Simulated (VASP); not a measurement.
Data:

```
CELL_PARAMETERS angstrom
      4.15499     0.00000     0.00000
     -2.07750     3.59833     0.00000
      0.00000     0.00000     5.62816
ATOMIC_POSITIONS crystal
  Pd 0.00000 0.00000 0.00000
  Pd 0.00000 0.00000 0.50000
  Te 0.33333 0.66667 0.25000
  Te 0.66667 0.33333 0.75000
```

Level of theory: PBEsol GGA, VASP's PBE PAW potentials (set 64) (plane waves; VASP 6.6.1). Numerical set-up: 400 eV cut-off, 10×10×6 Γ-centred mesh, tetrahedra with Blöchl corrections, potentials Pd Te.

The cores are frozen, which limits the accuracy of field gradients.

Q: Give the principal components of the electric field gradient (V/Å²) and the asymmetry η at each nucleus.

A: 
| atom | Vxx | Vyy | Vzz | η |
|---|---|---|---|---|
| Pd1 | 14.8 | 14.8 | -29.6 | 0.00 |
| Pd2 | 14.8 | 14.8 | -29.6 | 0.00 |
| Te3 | -13.3 | -13.3 | 26.7 | 0.00 |
| Te4 | -13.3 | -13.3 | 26.7 | 0.00 |

The structure was generated: PdTe was put into the NiAs type type (P6_3/mmc), which need not be its known phase. It was relaxed first, which changed the volume by -19 %.
